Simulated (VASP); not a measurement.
An input for Ansatz (written as the equivalent of a VASP run, and not itself run):

Ansatz 0.2 input:
```yaml
crystal:
  lattice:
    - [3.7288835, 0.0000000, 0.0000000]
    - [0.0000000, 3.7288835, 0.0000000]
    - [0.0000000, 0.0000000, 3.7288835]
  atoms:
    - { symbol: K, position: [0.0000000, 0.0000000, 0.0000000] }
    - { symbol: Zn, position: [0.5000000, 0.5000000, 0.5000000] }
    - { symbol: F, position: [0.5000000, 0.0000000, 0.5000000] }
    - { symbol: F, position: [0.0000000, 0.5000000, 0.5000000] }
    - { symbol: F, position: [0.5000000, 0.5000000, 0.0000000] }
kpoints:
  mp_grid: { grid: [6, 6, 6] }
hamiltonian:
  xc: lda
  pseudopotentials: { kind: paw }
scf:
  occupations: { method: gaussian, width: 0.05 }
  max_iter: 100
relax:
  max_steps: 40
  f_tol: 0.02
  cell: { p_target: 30 }
output: { forces: true, stress: true, eigenvalues: true }
```

Q: Translate this input to VASP (INCAR, KPOINTS, POSCAR, choice of POTCAR).

A: One answer among several that fit: 
POSCAR:
```
KZnF3
1
    3.7288834540     0.0000000000     0.0000000000
   -0.0000000000     3.7288834540     0.0000000000
   -0.0000000000    -0.0000000000     3.7288834540
K Zn F
1 1 3
Direct
  0.0000000000   0.0000000000   0.0000000000
  0.5000000000   0.5000000000   0.5000000000
  0.5000000000   0.0000000000   0.5000000000
  0.0000000000   0.5000000000   0.5000000000
  0.5000000000   0.5000000000   0.0000000000
```

INCAR:
```
ALGO  =  Normal
EDIFF  =  1E-6
EDIFFG  =  -0.02
ENCUT  =  620
IBRION  =  2
ISIF  =  3
ISMEAR  =  0
LASPH  =  .TRUE.
LCHARG  =  .FALSE.
LMAXMIX  =  4
LREAL  =  .FALSE.
LWAVE  =  .FALSE.
NELM  =  100
NSW  =  40
PREC  =  Accurate
PSTRESS  =  300
SIGMA  =  0.05
SYSTEM  =  KZnF3
```

**KPOINTS**
```
Automatic mesh
0
Gamma
6 6 6
0 0 0
```

POTCAR, in this order: K_sv Zn F (LDA.64 set). Program: vasp_std.

The two are equivalent in intent, not identical: each code has its own PAW files, so the cut-off isn't converted (ENCUT is set for VASP's; basis.ecutwfc is left out, and Ansatz then takes the one that its files recommend); Ansatz stops its SCF on the density residual and VASP on the energy change (EDIFF); Ansatz's lda is the Perdew-Wang form, while the LDA potentials of VASP carry Perdew-Zunger's.

The compound is KZnF3 in the cubic perovskite structure. It was relaxed first under an external pressure of 30 GPa.
